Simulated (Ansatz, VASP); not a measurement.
# Sn: VASP beside Ansatz

One calculation is typed for both programs; each brings its own data sets. How far apart do they land? The cell is taken from a series of runs on this material, whose earlier steps may have relaxed, scaled, displaced or heated it; both programs get it as it stands.

Method: plane waves, with VASP 6.6.1 beside it; zone-centre phonons at LDA, in Ansatz 0.2.0.

### Step 1. The starting structure

Symmetry: R-3m, No. 166, trigonal system. Conventional cell: a = 4.486 Å, b = 4.486 Å, c = 11.359 Å, α = 90.00°, β = 90.00°, γ = 120.00°. Sn has 4 Sn at 2.77 to 2.79 Å nearest.

### Step 2. Ansatz: zone-centre phonons, LDA

Ansatz runs on its PAW soft_1 files.

Second derivatives magnify differences that forces hide, and they need a tight electronic threshold.

The input, input.yaml:

```yaml
crystal:
  lattice:
    - [0.071371515, 3.2433667033, 3.2433667033]
    - [3.2433667033, 0.071371515, 3.2433667033]
    - [3.2433667033, 3.2433667033, 0.071371515]
  atoms:
    - { symbol: Sn, position: [0.501971701, 0.501971701, 0.501971701] }
    - { symbol: Sn, position: [0.748028299, 0.748028299, 0.748028299] }
kpoints:
  mp_grid: { grid: [12, 12, 12] }
hamiltonian:
  xc: lda
  pseudopotentials: { kind: paw, azcp: { folder: soft_1 }, xc_functional: pbe }
scf:
  occupations: { method: methfessel_paxton, width: 0.2 }
output:
  eigenvalues: true
phonons:
  method: dfpt
```

Launch:

```
ansatz run input.yaml --threads 4 --pin off --max-ram 10240MiB --backend cpu --events-out ev --progress --plain --runs-dir out
```

Numbers of over 12 decimals in the logs are rounded to 6 here.

The log of the run:

```text
Engine: ansatz 0.2.0, x86_64-unknown-linux-gnu
Pseudopotentials: kind: paw
Pseudopotential: Sn, paw, valence charge 14, recommended cutoff 420 eV (normal), soft_1/Sn.paw.azcp
Functional definition: SPW92
  exchange = slater_x
  correlation = pw_c
Crystal: 2 atoms, lattice volume = 65.985 Å³
Basis set: ecut = 420 eV, 1279 PW (Γ), exchange–correlation on 64×64×64 points (8 copies of the dense FFT grid, shifted against one another)
Bands: 18, of which v1, the nominal top of the filled ones, is band 14 counted from 1 (13 counted from 0)
Symmetry: 12 space group operations
k-points: 476 of 1728 (irreducible under 2 space group operations, time reversal used)
Non-local potential: Sn, projectors of the file, l = 0: 2, l = 1: 2, l = 2: 2, l = 3: 1
PAW form: soft (Blöchl's): semilocal exchange-correlation on the pseudo side does not see the compensation charge
PAW frozen core: Sn, regenerated for the run's functional, and the local potential with it (the file was generated under x = pbe(κ = 0.804, μ = 0.219515), c = pbe(β = 0.066725))
PAW one-centre angular grid: Sn, 590 points (default); XC on 64 Gauss nodes
Initial density: superposition of atomic densities (chi_scale 0.1, normalization cell)
Initial wavefunctions: pseudopotential atomic-orbital guess
Functional: x = slater, c = lda
SCF iter   1: F=—  HF=-11759.269671 eV  |F-HF|=—  |Δ(HF+E_count)|=         —  Δρ=2.35e-2  dr2=4.05e-1  ethr=3.10e-3  ⟨swp⟩=5.6  Hψ=44568  notcnv=0
preconditioner: auto → Kerker (q_TF=auto, 2.365 Å⁻¹)  [metal: Δε(μ)=0.116 eV  Ē_g=20.067 eV  σ=0.200 eV  W_gap=0.42  n_scr=14 (ndim 8)  ℏωp=24.2 eV  f_vac=0.002  D(μ)=0.13/eV (n_scr^D=0)]
SCF iter   2: F=—  HF=-11759.189028 eV  |F-HF|=—  |Δ(HF+E_count)|=   8.06e-2  S|Δr|=    0.00e0  Δρ=1.49e-2  dr2=1.90e-1  ethr=1.45e-3  ⟨swp⟩=1.0  Hψ=12383  notcnv=0
SCF iter   3: F=—  HF=-11759.135865 eV  |F-HF|=—  |Δ(HF+E_count)|=   5.32e-2  S|Δr|=    0.00e0  Δρ=3.22e-3  dr2=1.80e-2  ethr=6.79e-4  ⟨swp⟩=1.5  Hψ=9540  notcnv=0
SCF iter   4: F=—  HF=-11759.133161 eV  |F-HF|=—  |Δ(HF+E_count)|=   2.70e-3  S|Δr|=    0.00e0  Δρ=1.60e-3  dr2=3.09e-3  ethr=6.43e-5  ⟨swp⟩=2.0  Hψ=10363  notcnv=0
SCF iter   5: F=—  HF=-11759.133271 eV  |F-HF|=—  |Δ(HF+E_count)|=   1.10e-4  S|Δr|=    0.00e0  Δρ=2.43e-4  dr2=4.41e-5  ethr=1.10e-5  ⟨swp⟩=2.0  Hψ=10487  notcnv=0
SCF iter   6: F=—  HF=-11759.133293 eV  |F-HF|=—  |Δ(HF+E_count)|=   2.22e-5  S|Δr|=    0.00e0  Δρ=5.09e-5  dr2=1.58e-6  ethr=1.57e-7  ⟨swp⟩=2.2  Hψ=11400  notcnv=0
SCF iter   7: F=—  HF=-11759.133293 eV  |F-HF|=—  |Δ(HF+E_count)|=   5.27e-7  S|Δr|=    0.00e0  Δρ=1.12e-5  dr2=1.09e-7  ethr=5.66e-9  ⟨swp⟩=3.0  Hψ=15418  notcnv=0
SCF iter   8: F=—  HF=-11759.133293 eV  |F-HF|=—  |Δ(HF+E_count)|=   6.08e-8  S|Δr|=    0.00e0  Δρ=4.10e-6  dr2=1.75e-8  ethr=3.88e-10  ⟨swp⟩=3.0  Hψ=15798  notcnv=0
SCF iter   9: F=—  HF=-11759.133293 eV  |F-HF|=—  |Δ(HF+E_count)|=  6.02e-10  S|Δr|=    0.00e0  Δρ=1.48e-6  dr2=3.38e-9  ethr=6.24e-11  ⟨swp⟩=2.9  Hψ=15669  notcnv=0
SCF iter  10: F=—  HF=-11759.133293 eV  |F-HF|=—  |Δ(HF+E_count)|=  3.82e-11  S|Δr|=    0.00e0  Δρ=6.65e-7  dr2=2.69e-10  ethr=1.21e-11  ⟨swp⟩=2.5  Hψ=10158  notcnv=0
SCF iter  11: F=-11759.133293 eV  HF=-11759.133293 eV  |F-HF|=3.64e-12  |Δ(HF+E_count)|=  5.82e-11  S|Δr|=    0.00e0  Δρ=1.11e-7  dr2=9.08e-12  ethr=1.00e-12  ⟨swp⟩=5.5  Hψ=42168  notcnv=0
SCF 1 converged in 11 iterations: F = -11759.133293 eV  dr2 = 9.08e-12
  greatest PAW one-centre occupation: 0.991 electrons in one spin orbital (limit 2), on the Sn atom at site 1 (counted from 0), in its partial waves of l = 2
DFPT response loops at Γ: preconditioner auto → Kerker (q_TF=auto, 2.365 Å⁻¹) (partly filled bands, converged f_vac=0.075); β = 1.00, the filter's whole step (`scf.mixing.beta` (0.50) is not read by the response loops under this deck's `scf.mixing.preconditioner`; to damp them name `kerker` or `kerker_dos`, under which they read `scf.mixing.beta`, and type it under 1.00, their step now; both keys bind the ground state too); Broyden in place of MSR1
SCF converged after 11 iterations
Stability not checked: this state was not tested for a lower state beside it, because cold or Methfessel-Paxton smearing, or corrected tetrahedra, fill the levels in a way that the test cannot read (fill_not_monotonic; see scf.lower_state_search)
Free energy (F): -11759.133293 eV
Harris-Foulkes:  -11759.133293 eV  (|F-HF|=3.64e-12)
Internal energy: -11759.133371 eV  (E = F + TS)
E sigma→0 (E₀):  -11759.133313 eV
Entropy (-TS):   0.000078 eV (0.039 meV/atom)
Fermi energy:    8.003183 eV
Step filling:    the computed levels leave a gap of 0.0000 eV = 0.0 smearing widths at the electron count; against every level under it full and every level over it empty, smearing changes F+E_penalty+E_count by -0.275 meV and its σ→0 estimate by -0.294 meV
--- Per-component energies (eV) ---
  E_band       = -243.902580
  E_kinetic    = 340.056777
  E_local      = -2585.629335  (includes V_loc(G=0)·N_el)
  E_nonlocal   = 299.164702
  E_hartree    = 1258.817894
  E_xc         = -250.441253
  E_vxc        = -162.871089  (∫ρ·V_xc dr)
  E_paw        = -8451.476196  (= ΣΔE_a)
  E_vpaw       = -652.259910  (= ΣTr[D̂ρ^β])
  E_aug_tail   = 0.000552  (compensation charges beyond the density's cutoff)
  E_ewald      = -2370.476294
  E_core_change = 0.849782  (= ΣΔE_core)
  E_smearing   = 0.000078  (= −TS)
  E_closure    = -0.000000  (closes the sum)
  Σ components = -11759.133293   (vs F -11759.133293, Δ=0.00e0)
--- Band table (eV; the first three rows and the last of 476) ---
  k-point 0: bands = [... 10 lower, -2.9008, 7.3514, 7.8751, 8.1976, 8.1976, 10.0711, 10.2279, 10.2279]
  k-point 1: bands = [... 10 lower, -2.8298, 6.4806, 7.7730, 8.0376, 8.4926, 10.2702, 10.4198, 10.5369]
  k-point 2: bands = [... 10 lower, -2.6196, 5.1924, 7.4615, 7.7026, 8.4658, 10.6359, 10.8077, 11.4600]
  k-point 475: bands = [... 10 lower, -1.3221, 1.4499, 6.9835, 6.9835, 8.2551, 11.3704, 11.3704, 13.6661]
--- Phonons (Γ-DFPT): 1 representative perturbation + reference, on 476 of 1728 k-points (Σ response iterations 3) ---
  k mesh reduced under 2 symmetry operations, with k and −k counted as one. Each operation leaves every solved perturbation unchanged. A smaller set is not used because it would not reduce the number of displacements times k-points to solve
  ASR residual: 1.581e-5 → 0.000e0 eV/Å²; symmetrization residual: 1.958e-12 eV/Å²
  ASR residual per site (eV/Å²): 1.58e-5 1.58e-5
  Γ frequencies (cm⁻¹): 0.00 0.00 0.00 192.23 192.23 193.65
  non-analytic LO–TO correction: not included (Born effective charges unavailable; polar crystals: no LO–TO splitting at Γ)
```

Reading the cycles: dr2 is the Hartree energy of the density residual (eV), the measure of convergence; HF is the Harris–Foulkes estimate of the energy, which meets the free energy F at convergence.

### Step 3. VASP: zone-centre phonons, LDA

The same cell, functional (in two slightly different forms), mesh and smearing now go to VASP, with its own data sets.

Lines of VASP's logs that name or quote its potential files are left out, and so is its time.

The input, INCAR:

```
SYSTEM = Sn
PREC = Accurate
ENCUT = 500
EDIFF = 1E-08
NELM = 120
ISMEAR = 1
SIGMA = 0.2
LREAL = .FALSE.
ALGO = Normal
GGA = CA
NBANDS = 20
LORBIT = 11
LWAVE = .FALSE.
LCHARG = .FALSE.
ISIF = 2
IBRION = 8
LASPH = .TRUE.
GGA_COMPAT = .FALSE.
KPAR = 2
```

The input, POSCAR:

```
Sn
1.0
    0.0713715150      3.2433667033      3.2433667033
    3.2433667033      0.0713715150      3.2433667033
    3.2433667033      3.2433667033      0.0713715150
Sn
2
Direct
    0.5019717010      0.5019717010      0.5019717010
    0.7480282990      0.7480282990      0.7480282990
```

The input, KPOINTS:

```
Automatic mesh
0
Gamma
12 12 12
0 0 0
```

Potentials, in the order of the species: Sn_d (LDA family, release 64).

Launch:

```
mpirun -np 2 vasp_std
```

The log of the run:

```text
[banner, memory and clock lines left out]
running    2 mpi-ranks, on    1 nodes
 distrk:  each k-point on    1 cores,    2 groups
 distr:  one band on    1 cores,    1 groups

 POSCAR found type information on POSCAR Sn
 POSCAR found :  1 types and       2 ions
 LDA part: xc-table for (Slater(with rela. corr.)+CA(PZ))
 , standard interpolation
 POSCAR, INCAR and KPOINTS ok, starting setup
 FFT: planning ... GRIDC
 FFT: planning ... GRID_SOFT
 FFT: planning ... GRID
 WAVECAR not read
 entering main loop
       N       E                     dE             d eps       ncg     rms          rms(c)
DAV:   1     0.223229381098E+03    0.22323E+03   -0.14803E+04  7604   0.202E+03
DAV:   2     0.148383213340E+02   -0.20839E+03   -0.20459E+03  7584   0.445E+02
DAV:   3    -0.829007787987E+01   -0.23128E+02   -0.22983E+02  8636   0.144E+02
DAV:   4    -0.903815674827E+01   -0.74808E+00   -0.74770E+00  8604   0.293E+01
DAV:   5    -0.906395184776E+01   -0.25795E-01   -0.25795E-01 10408   0.531E+00    0.347E+00
DAV:   6    -0.897033992928E+01    0.93612E-01   -0.45382E-02  9220   0.232E+00    0.195E+00
DAV:   7    -0.892490112605E+01    0.45439E-01   -0.68207E-02  7868   0.232E+00    0.152E-01
DAV:   8    -0.892548456678E+01   -0.58344E-03   -0.58832E-03  8748   0.845E-01    0.559E-02
DAV:   9    -0.892556454355E+01   -0.79977E-04   -0.21629E-04  9900   0.108E-01    0.183E-02
DAV:  10    -0.892556624265E+01   -0.16991E-05   -0.17316E-05  9484   0.450E-02    0.412E-03
DAV:  11    -0.892556652623E+01   -0.28358E-06   -0.16717E-06  8660   0.863E-03    0.203E-03
DAV:  12    -0.892556652347E+01    0.27685E-08   -0.17029E-07  9260   0.282E-03    0.577E-04
DAV:  13    -0.892556652366E+01   -0.19372E-09   -0.16576E-08  6752   0.125E-03
   1 F= -.89255665E+01 E0= -.89255728E+01  d E =0.188078E-04
 Linear response reoptimize wavefunctions to high precision
DAV:   1    -0.892556652373E+01   -0.69576E-10   -0.35850E-09  6836   0.546E-04
DAV:   2    -0.892556652380E+01   -0.66848E-10   -0.52294E-10  4560   0.252E-04
 Linear response DOF=           1
 Linear response progress:
  Degree of freedom:   1/  1
       N       E                     dE             d eps       ncg     rms          rms(c)
RMM:   1    -0.216278759629E+00   -0.21628E+00    0.62521E-01 23869   0.104E+01
RMM:   2    -0.223156142566E+00   -0.68774E-02   -0.20502E-02 33335   0.120E+00    0.722E-02
RMM:   3    -0.223347267947E+00   -0.19113E-03   -0.17095E-03 34957   0.334E-01    0.337E-02
RMM:   4    -0.223272548015E+00    0.74720E-04   -0.12040E-04 34995   0.101E-01    0.111E-02
RMM:   5    -0.223273974147E+00   -0.14261E-05   -0.16606E-05 35744   0.333E-02    0.382E-03
RMM:   6    -0.223276529981E+00   -0.25558E-05   -0.23393E-06 35134   0.980E-03    0.174E-03
RMM:   7    -0.223276175604E+00    0.35438E-06   -0.32721E-07 35075   0.356E-03    0.347E-04
RMM:   8    -0.223273945711E+00    0.22299E-05   -0.33190E-08 36081   0.129E-03    0.253E-04
RMM:   9    -0.223272449347E+00    0.14964E-05    0.53302E-08 36011   0.519E-04    0.410E-05
RMM:  10    -0.223272781585E+00   -0.33224E-06    0.20795E-09 37351   0.227E-04    0.358E-05
RMM:  11    -0.223272655650E+00    0.12594E-06    0.37239E-08 36607   0.120E-04    0.876E-06
RMM:  12    -0.223272643930E+00    0.11720E-07    0.25637E-08 38785   0.716E-05    0.603E-06
RMM:  13    -0.223272629441E+00    0.14489E-07    0.21870E-08 43560   0.505E-05    0.260E-06
RMM:  14    -0.223272617320E+00    0.12121E-07    0.15360E-08 50037   0.408E-05    0.968E-07
RMM:  15    -0.223272605538E+00    0.11783E-07    0.10190E-08 49711   0.366E-05    0.189E-07
RMM:  16    -0.223272605223E+00    0.31501E-09    0.39990E-09 47299   0.342E-05    0.969E-08
 first order change of Fermi-energy   0.36502E+00
 force on displaced ion       1 direction 1 :  -8.194  -0.046  -0.046
 Linear response finished
```

From OUTCAR (step 3):

```text
ion  position               nearest neighbor table
   1  0.502  0.502  0.502-   2 2.77   2 2.77   2 2.77   2 2.79
   2  0.748  0.748  0.748-   1 2.77   1 2.77   1 2.77   1 2.79

  LATTYP: Found a trigonal (rhomboedric) cell.
 ALAT       =     4.5873684218
 COS(alpha) =     0.5218790230

 Subroutine GETGRP returns: Found 12 space group operations
 (whereof  6 operations were pure point group operations)

The static configuration has the point symmetry C_3v.
 The point group associated with its full space group is D_3d.

 Found    189 irreducible k-points:

   k-points           NKPTS =    189   k-points in BZ     NKDIM =    189   number of bands    NBANDS=     20

   dimension x,y,z NGX =    36 NGY =   36 NGZ =   36
   dimension x,y,z NGXF=    72 NGYF=   72 NGZF=   72

   ENCUT  =  500.0 eV  36.75 Ry    6.06 a.u.   8.36  8.36  8.36*2*pi/ulx,y,z

   NELECT =      28.0000    total number of electrons

 k-points in reciprocal lattice and weights: Automatic mesh
   0.00000000  0.00000000  0.00000000       0.001
   0.08333333 -0.00000000 -0.00000000       0.003
   0.16666667  0.00000000  0.00000000       0.003
   0.25000000  0.00000000 -0.00000000       0.003
   0.33333333  0.00000000 -0.00000000       0.003
   0.41666667  0.00000000  0.00000000       0.003
   0.50000000  0.00000000 -0.00000000       0.002
   0.08333333  0.08333333 -0.00000000       0.003
   0.16666667  0.08333333 -0.00000000       0.007
[...]
-0.41666667  0.50000000  0.41666667       0.003
   0.50000000  0.50000000  0.50000000       0.001

 average (electrostatic) potential at core
       1-101.0631       2-101.0631

  Total        0.5530922      0.5530922      0.5530922     -0.2722717     -0.2722717     -0.2722717
  in kB       13.4296515     13.4296515     13.4296515     -6.6110380     -6.6110380     -6.6110380
  external PRESSURE =      13.4296515 kB  Pullay stress =       0.0000000 kB

  energy-cutoff  :      500.00
  volume of cell :       65.98
      direct lattice vectors                 reciprocal lattice vectors
     0.071371515  3.243366703  3.243366703    -0.159344969  0.155914022  0.155914022
     3.243366703  0.071371515  3.243366703     0.155914022 -0.159344969  0.155914022
     3.243366703  3.243366703  0.071371515     0.155914022  0.155914022 -0.159344969

 POSITION                                       TOTAL-FORCE (eV/Angst)
 -----------------------------------------------------------------------------------
      3.29198      3.29198      3.29198        -0.000524     -0.000524     -0.000524
      4.90565      4.90565      4.90565         0.000524      0.000524      0.000524
 -----------------------------------------------------------------------------------
    total drift:                                0.000000     -0.000000     -0.000000

 Eigenvectors and eigenvalues of the dynamical matrix
 ----------------------------------------------------

   1 f  =    5.841517 THz    36.703332 2PiTHz  194.852022 cm-1    24.158561 meV
             X         Y         Z           dx          dy          dz
      3.291983  3.291983  3.291983     0.408248    0.408248    0.408248
      4.905648  4.905648  4.905648    -0.408248   -0.408248   -0.408248

   2 f  =    5.792265 THz    36.393877 2PiTHz  193.209177 cm-1    23.954874 meV
             X         Y         Z           dx          dy          dz
      3.291983  3.291983  3.291983    -0.500000    0.500000    0.000000
      4.905648  4.905648  4.905648     0.500000   -0.500000   -0.000000

   3 f  =    5.792265 THz    36.393877 2PiTHz  193.209177 cm-1    23.954874 meV
             X         Y         Z           dx          dy          dz
      3.291983  3.291983  3.291983     0.288675    0.288675   -0.577350
      4.905648  4.905648  4.905648    -0.288675   -0.288675    0.577350

   4 f  =    0.000000 THz     0.000001 2PiTHz    0.000003 cm-1     0.000000 meV
             X         Y         Z           dx          dy          dz
      3.291983  3.291983  3.291983    -0.002262    0.034126    0.706279
      4.905648  4.905648  4.905648    -0.002262    0.034126    0.706279

   5 f  =    0.000000 THz     0.000001 2PiTHz    0.000003 cm-1     0.000000 meV
             X         Y         Z           dx          dy          dz
      3.291983  3.291983  3.291983    -0.048499    0.704612   -0.034201
      4.905648  4.905648  4.905648    -0.048499    0.704612   -0.034201

   6 f/i=    0.000000 THz     0.000000 2PiTHz    0.000001 cm-1     0.000000 meV
             X         Y         Z           dx          dy          dz
      3.291983  3.291983  3.291983    -0.705438   -0.048551    0.000087
      4.905648  4.905648  4.905648    -0.705438   -0.048551    0.000087

 ELASTIC MODULI CONTR FROM IONIC RELAXATION (kBar)
 Direction    XX          YY          ZZ          XY          YZ          ZX
 --------------------------------------------------------------------------------
 XX          -1.0339     -0.7405     -0.7405      4.3805     13.8499      5.1847
 YY          -0.7405     -1.0339     -0.7405      5.1847      4.3805     13.8499
 ZZ          -0.7405     -0.7405     -1.0339     13.8499      5.1847      4.3805
 XY           4.3805      5.1847     13.8499   -260.5808     21.2925     21.2925
 YZ          13.8499      4.3805      5.1847     21.2925   -260.5808     21.2925
 ZX           5.1847     13.8499      4.3805     21.2925     21.2925   -260.5808
 --------------------------------------------------------------------------------
```

Energies printed during the response cycles are not total energies of the cell.

### Step 4. Side by side

Known differences besides the potentials themselves: the two LDA forms differ slightly; the cutoff is 420 eV in Ansatz and 500 eV in VASP; VASP's log shows a relativistic correction to its local exchange, Ansatz's none. Total energies have different zeros and are not compared.

The two programs side by side:

```
                  quantity  Ansatz   VASP  difference
optical mode 1 to 2 (cm⁻¹)   192.2  193.2     -0.51 %
     optical mode 3 (cm⁻¹)   193.7  194.9     -0.62 %
```

Modes are paired by rising frequency, not by their patterns, so a pair may set unlike modes beside each other; they are those without the splitting of longitudinal modes.

### Step 5. What came out

```
r.m.s. difference of the optical zone-centre modes, each program's sorted by frequency (zone-centre phonons, LDA) : 1.1 cm⁻¹
difference in optical mode 3 (zone-centre phonons, LDA)                                                           : -0.6 %
```

What this shows: The r.m.s. difference of the optical zone-centre modes, each program's sorted by frequency is 1.1 cm⁻¹ (zone-centre phonons, LDA). Among the rows given in per cent, the largest difference of the zone-centre phonons, LDA pair is in optical mode 3, -0.6 %. Such differences can come from data sets, numerical settings and the points named under the comparisons, not from the functional's error against experiment.

[Lines on the potential files, build, host, timing and source positions are cut from VASP's logs without a mark.]

[Logs are printed without paths, hosts, clocks, repeated set-up lines and the standing remarks that a program may print on its own settings, such as how far it seeks lower states.]

[Hosts, paths, dates, database ids (printed as entryN), source tags and the programs' standing remarks are cut or masked in the printed files.]
